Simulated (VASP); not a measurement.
# InF (F-43m) in VASP: single point with r2SCAN

Aim: the single point of InF with r2SCAN.

Everything below comes from runs of VASP 6.6.1. Logs are shortened: lines on timing, memory, paths and dates and some standing lists are left out, and cuts for length are marked.

## (1) The structure

The structure is cubic, space group F-43m (No. 216). The conventional cell has a = 5.778 Å, b = 5.778 Å, c = 5.778 Å, α = 90.00°, β = 90.00°, γ = 90.00°. Around F (site symmetry -43m) lie 4 In at 2.50 Å. In (site symmetry -43m) has 4 F at 2.50 Å as nearest neighbours.

The cell was built by a generator and needn't be a form met in nature.

## (2) Single point, r2SCAN

POSCAR

```
InF
1.0
    0.0000000000      2.8888590000      2.8888590000
    2.8888590000      0.0000000000      2.8888590000
    2.8888590000      2.8888590000      0.0000000000
F In
1 1
Direct
    0.2500000000      0.2500000000      0.2500000000
    0.0000000000      0.0000000000      0.0000000000
```

INCAR.step1

```
SYSTEM = InF
PREC = Accurate ; ENCUT = 520
ISMEAR = -5 ; SIGMA = 0.1
LREAL = .False. ; LASPH = .True.
NELM = 100 ; NBANDS = 17
GGA = PE ; ALGO = Normal
EDIFF = 1E-4 ; LWAVE = .True.
LCHARG = .False.
```

INCAR.step2

```
SYSTEM = InF
PREC = Accurate ; ENCUT = 520
EDIFF = 1E-6 ; ISMEAR = -1
SIGMA = 0.1 ; LREAL = .False.
LASPH = .True. ; NELM = 100
ALGO = Normal ; ISIF = 2
LWAVE = .False. ; LCHARG = .False.
METAGGA = R2SCAN ; LMIXTAU = .True.
LORBIT = 10 ; NBANDS = 17
ISTART = 1
```

KPOINTS

```
regular mesh
0
Gamma
  8 8 8
  0 0 0
```

Potentials or basis: VASP PAW PBE potentials, release 64 (F, In_d).

Command:

```
> cat potpaw_PBE.64/F/POTCAR potpaw_PBE.64/In_d/POTCAR > POTCAR
> cp INCAR.step1 INCAR
> mpirun -np 1 vasp_std > vasp.out
> cp INCAR.step2 INCAR
> mpirun -np 1 vasp_std > vasp.out
```

OUTCAR:

```text
SYSTEM = InF
   PREC = Accurate
   ENCUT = 520
   EDIFF = 1E-6
   ISMEAR = -1
   LREAL = .False.
   LASPH = .True.
   NELM = 100
   ISIF = 2
   METAGGA = R2SCAN
   LORBIT = 10
   ISTART = 1

 ion  position               nearest neighbor table
   1  0.250  0.250  0.250-   2 2.50   2 2.50   2 2.50   2 2.50
   2  0.000  0.000  0.000-   1 2.50   1 2.50   1 2.50   1 2.50

  LATTYP: Found a face centered cubic cell.
 ALAT       =     5.7777180000

  Lattice vectors:

 A1 = (   0.0000000000,   2.8888590000,   2.8888590000)
 A2 = (   2.8888590000,   0.0000000000,   2.8888590000)
 A3 = (   2.8888590000,   2.8888590000,   0.0000000000)

Analysis of symmetry for initial positions (statically):
=====================================================================
 Subroutine PRICEL returns:
 Original cell was already a primitive cell.

 Routine SETGRP: Setting up the symmetry group for a
 face centered cubic supercell.

 Subroutine GETGRP returns: Found 24 space group operations
 (whereof 24 operations were pure point group operations)
 out of a pool of 48 trial point group operations.

The static configuration has the point symmetry T_d .

Analysis of symmetry for dynamics (positions and initial velocities):
=====================================================================
 Subroutine PRICEL returns:
 Original cell was already a primitive cell.

 Routine SETGRP: Setting up the symmetry group for a
 face centered cubic supercell.

 Subroutine GETGRP returns: Found 24 space group operations
 (whereof 24 operations were pure point group operations)
 out of a pool of 48 trial point group operations.

The dynamic configuration has the point symmetry T_d .

 Subroutine INISYM returns: Found 24 space group operations
 (whereof 24 operations are pure point group operations),
 and found     1 'primitive' translations

----------------------------------------------------------------------------------------

                                     Primitive cell

  volume of cell :      48.2180

  direct lattice vectors                    reciprocal lattice vectors
     0.000000000  2.888859000  2.888859000    -0.173078714  0.173078714  0.173078714
     2.888859000  0.000000000  2.888859000     0.173078714 -0.173078714  0.173078714
     2.888859000  2.888859000  0.000000000     0.173078714  0.173078714 -0.173078714

  length of vectors
     4.085463578  4.085463578  4.085463578     0.299781126  0.299781126  0.299781126

  position of ions in fractional coordinates (direct lattice)
     0.250000000  0.250000000  0.250000000
     0.000000000  0.000000000  0.000000000

  ion indices of the primitive-cell ions
   primitive index   ion index
                 1           1
                 2           2

----------------------------------------------------------------------------------------

 KPOINTS: regular mesh

Automatic generation of k-mesh.
 Grid dimensions read from file:
 generate k-points for:    8    8    8

 Generating k-lattice:

  Cartesian coordinates                     Fractional coordinates (reciprocal lattice)
    -0.021634839  0.021634839  0.021634839     0.125000000  0.000000000  0.000000000
     0.021634839 -0.021634839  0.021634839     0.000000000  0.125000000  0.000000000
     0.021634839  0.021634839 -0.021634839     0.000000000  0.000000000  0.125000000

  Length of vectors
     0.037472641  0.037472641  0.037472641

  Shift w.r.t. Gamma in fractional coordinates (k-lattice)
     0.000000000  0.000000000  0.000000000

 Subroutine IBZKPT returns following result:
 ===========================================

 Found     29 irreducible k-points:

 Following reciprocal coordinates:
            Coordinates               Weight
  0.000000  0.000000  0.000000      1.000000
  0.125000  0.000000  0.000000      8.000000
  0.250000  0.000000  0.000000      8.000000
  0.375000  0.000000  0.000000      8.000000
  0.500000  0.000000  0.000000      4.000000
  0.125000  0.125000  0.000000      6.000000
[... 16 lines left out ...]
  0.500000  0.250000  0.125000     48.000000
 -0.375000  0.250000  0.125000     24.000000
 [... further k-points ...]
   k-points           NKPTS =     29   k-points in BZ     NKDIM =     29   number of bands    NBANDS=     17
   number of dos      NEDOS =    301   number of ions     NIONS =      2
   total plane-waves  NPLWV =  27000
   dimension x,y,z NGX =    30 NGY =   30 NGZ =   30
   dimension x,y,z NGXF=    60 NGYF=   60 NGZF=   60
   ions per type =               1   1
   NGX,Y,Z   is equivalent  to a cutoff of  12.21, 12.21, 12.21 a.u.
   NGXF,Y,Z  is equivalent  to a cutoff of  24.42, 24.42, 24.42 a.u.
 SYSTEM =  InF
   PREC   = accura    normal or accurate (medium, high low for compatibility)
   ISTART =      1    job   : 0-new  1-cont  2-samecut
   ICHARG =      0    charge: 1-file 2-atom 10-const
   ISPIN  =      1    spin polarized calculation?
   LNONCOLLINEAR =      F non collinear calculations
   LSORBIT =      F    spin-orbit coupling
   LASPH  =      T    aspherical Exc in radial PAW
   ENCUT  =  520.0 eV  38.22 Ry    6.18 a.u.   7.60  7.60  7.60*2*pi/ulx,y,z
   NELM   =    100;   NELMIN=  2; NELMDL=  0     # of ELM steps
   EDIFF  = 0.1E-05   stopping-criterion for ELM
   LREAL  =      F    real-space projection
   EDIFFG = 0.1E-04   stopping-criterion for IOM
   NSW    =      0    number of steps for IOM
   IBRION =     -1    ionic relax: 0-MD 1-quasi-New 2-CG
   NFREE  =      0    steps in history (QN), initial steepest desc. (CG)
   ISIF   =      2    stress and relaxation
   ISYM   =      2    0-nonsym 1-usesym 2-fastsym
   POTIM  = 0.5000    time-step for ionic-motion
   TEBEG  =    0.0;   TEEND  =   0.0 temperature during run
   PSTRESS=    0.0 pullay stress
   NELECT =      20.0000    total number of electrons
   NUPDOWN=      -1.0000    fix difference up-down
   EMIN   =  10.00;   EMAX   =-10.00  energy-range for DOS
   EFERMI =   0.00;   METHOD = LEGACY
   ISMEAR =    -1;   SIGMA  =   0.10  broadening in eV -4-tet -1-fermi 0-gaus
   EFERMI_NEDOS =   21; number of points for ismear=-14 and -15
   IALGO  =     38    algorithm
   IMIX   =      4    mixing-type and parameters
     AMIX     =   0.40;   BMIX     =  1.00
     AMIX_MAG =   1.60;   BMIX_MAG =  1.00
  volume/ion in A,a.u.               =      24.11       162.70
  Fermi-wavevector in a.u.,A,eV,Ry     =   1.220905  2.307176 20.280962  1.490609
  Thomas-Fermi vector in A             =   2.356106
   LORBIT       =     10    0 simple, 1 ext, 2 COOP (PROOUT), +10 PAW based schemes
   METAGGA = R2SCAN    functional components
   LHFCALC =     F    Hartree Fock is set to
   AEXX    =    0.0000 exact exchange contribution
   IVDW    =     0    specifies the selected vdW correction
   LEPSILON=     F    determine dielectric tensor
   LRPA    =     F    only Hartree local field effects (RPA)
 non-spin polarized calculation
  energy-cutoff  :      520.00
  volume of cell :       48.22
 maximum number of plane-waves:      1316
   NGX = 15   NGY = 15   NGZ = 15

 number of electron      19.9999997 magnetization

 Free energy of the ion-electron system (eV)
  ---------------------------------------------------
  ext. energy  EPLUGINS =         0.00000000
  ---------------------------------------------------
  free energy    TOTEN  =       -28.79047857 eV

  energy without entropy =      -28.79042816  energy(sigma->0) =      -28.79045336

 E-fermi :   3.5614     XC(G=0):  -8.8922

 val. band max:        2.7294125042   @ k =   0.5000   0.5000   0.0000
 cond. band min:       4.1872589113   @ k =   0.5000   0.5000   0.0000
 fundamental gap:      1.4578464070
 Fermi energy:         3.5614158593

 k-point     1 :       0.0000    0.0000    0.0000
  band No.  band energies     occupation
      1     -21.6053      2.00000
      2     -11.5026      2.00000
      3     -11.5026      2.00000
      4     -11.5026      2.00000
      5     -11.4349      2.00000
      6     -11.4349      2.00000
[... 9 lines left out ...]
     16      15.3296      0.00000
     17      15.3296      0.00000

 k-point     2 :       0.1250    0.0000    0.0000
  band No.  band energies     occupation
      1     -21.6014      2.00000
      2     -11.4963      2.00000
      3     -11.4963      2.00000
      4     -11.4874      2.00000
      5     -11.4348      2.00000
      6     -11.4348      2.00000
[... 9 lines left out ...]
     16      15.0703      0.00000
     17      15.0704      0.00000

 k-point     3 :       0.2500    0.0000    0.0000
  band No.  band energies     occupation
      1     -21.5915      2.00000
      2     -11.4860      2.00000
      3     -11.4860      2.00000
      4     -11.4486      2.00000
      5     -11.4296      2.00000
      6     -11.4296      2.00000
[... 9 lines left out ...]
     16      14.7265      0.00000
     17      16.1148      0.00000

 k-point     4 :       0.3750    0.0000    0.0000
  band No.  band energies     occupation
      1     -21.5812      2.00000
      2     -11.4834      2.00000
      3     -11.4833      2.00000
      4     -11.4165      2.00000
      5     -11.4165      2.00000
      6     -11.4063      2.00000
[... 9 lines left out ...]
     16      14.5918      0.00000
     17      16.1529      0.00000
[... 343 lines left out ...]
      1     -21.5840      2.00000
      2     -11.4734      2.00000
      3     -11.4684      2.00000
      4     -11.4459      2.00000
      5     -11.4300      2.00000
      6     -11.4100      2.00000
[... 9 lines left out ...]
     16      15.8455      0.00000
     17      17.0157      0.00000

 k-point    23 :       0.5000    0.2500    0.1250
  band No.  band energies     occupation
      1     -21.5759      2.00000
      2     -11.4761      2.00000
      3     -11.4606      2.00000
      4     -11.4355      2.00000
      5     -11.4173      2.00000
      6     -11.3785      2.00000
[... 9 lines left out ...]
     16      15.9894      0.00000
     17      17.5264      0.00000

 k-point    24 :      -0.3750    0.2500    0.1250
  band No.  band energies     occupation
      1     -21.5724      2.00000
      2     -11.4787      2.00000
      3     -11.4589      2.00000
      4     -11.4284      2.00000
      5     -11.4134      2.00000
      6     -11.3631      2.00000
[... 9 lines left out ...]
     16      16.4189      0.00000
     17      17.8507      0.00000

 [... further k-points ...]

------------------------ aborting loop because EDIFF is reached ----------------------------------------

  FORCE on cell =-STRESS in cart. coord.  units (eV):
  Direction    XX          YY          ZZ          XY          YZ          ZX
  --------------------------------------------------------------------------------------
  -------------------------------------------------------------------------------------
  Total        0.4625841      0.4625841      0.4625841      0.0000000      0.0000000      0.0000000
  in kB       15.3706505     15.3706505     15.3706505      0.0000000      0.0000000      0.0000000
  external PRESSURE =      15.3706505 kB  Pullay stress =       0.0000000 kB

 VOLUME and BASIS-vectors are now :
 -----------------------------------------------------------------------------
  energy-cutoff  :      520.00
  volume of cell :       48.22
      direct lattice vectors                 reciprocal lattice vectors
     0.000000000  2.888859000  2.888859000    -0.173078714  0.173078714  0.173078714
     2.888859000  0.000000000  2.888859000     0.173078714 -0.173078714  0.173078714
     2.888859000  2.888859000  0.000000000     0.173078714  0.173078714 -0.173078714

 POSITION                                       TOTAL-FORCE (eV/Angst)
 -----------------------------------------------------------------------------------
      1.44443      1.44443      1.44443         0.000000      0.000000      0.000000
      0.00000      0.00000      0.00000        -0.000000     -0.000000     -0.000000
 -----------------------------------------------------------------------------------
    total drift:                               -0.000001     -0.000001     -0.000001

  FREE ENERGIE OF THE ION-ELECTRON SYSTEM (eV)
  ---------------------------------------------------
  free  energy   TOTEN  =       -28.7904785685 eV

  energy  without entropy=      -28.7904281614  energy(sigma->0) =      -28.79045336

 total charge

# of ion       s       p       d       tot
------------------------------------------
    1        1.756   4.326   0.000   6.083
    2        1.163   0.180   9.860  11.202
--------------------------------------------------
tot          2.919   4.506   9.860  17.285
```

Run time: 51 s. Hardware: 1 thread of Intel Xeon 6975P-C (Granite Rapids), shared host; peak memory 0.18 GiB.

What came out:

* Free energy: -28.7905 eV
* Pressure: 1.5 GPa
* Band gap on the k mesh: 1.46 eV, direct
* Valence electrons inside the program's atomic spheres: F 6.08; In 11.20

Levels at points of the mesh, in eV from the valence-band top:
| k point | band 8 | band 9 | band 10 | band 11 | band 12 | band 13 |
| --- | --- | --- | --- | --- | --- | --- |
| (0.00, 0.00, 0.00) | -4.56 | -4.56 | -4.40 | 6.82 | 6.82 | 6.82 |
| (0.50, 0.00, 0.00) | -4.72 | -4.72 | -1.25 | 1.78 | 6.58 | 6.58 |
| (0.50, 0.50, 0.00) | -5.01 | -5.01 | 0.00 | 1.46 | 5.88 | 5.88 |

Caveat: the PAW data sets were made with another functional, which shifts forces and pressure a little; spin-orbit coupling is left out, which moves the levels of the heavy elements. r2SCAN opens gaps a little over a GGA but as a rule still falls short of measured ones.
